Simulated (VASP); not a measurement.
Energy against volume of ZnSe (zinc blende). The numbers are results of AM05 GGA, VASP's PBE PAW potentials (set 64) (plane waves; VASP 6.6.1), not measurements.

```json
[
 {"V (Å³/atom)": "21.276", "E (eV/atom)": "-3.13915"},
 {"V (Å³/atom)": "21.955", "E (eV/atom)": "-3.15255"},
 {"V (Å³/atom)": "22.634", "E (eV/atom)": "-3.15663"},
 {"V (Å³/atom)": "23.313", "E (eV/atom)": "-3.15280"},
 {"V (Å³/atom)": "23.992", "E (eV/atom)": "-3.14228"}
]
```

Q: Fit a third-order Birch-Murnaghan equation of state.

A: 
```yaml
volume_per_atom: 22.63 Å³/atom
bulk_modulus: 62.1 GPa
pressure_derivative_of_the_bulk_modulus: 4.48
lattice_constant_a: 565.7 pm
```

Measured: bulk modulus 62.4 GPa (computed value off by -0.5 %), as given by Cormac Toher et al., Physical Review Materials (2017), arXiv:1611.05714; a 5.668 Å (computed value off by -0.2 %), as given by Martin Albrecht et al., Physical review. B, Condensed matter (1997), arXiv:cond-mat/9706128. The calculation is for a static lattice, while the measured bulk modulus, a hold thermal and zero-point effects, which are part of the difference.

The compound is ZnSe in the zinc blende structure. It was relaxed first.
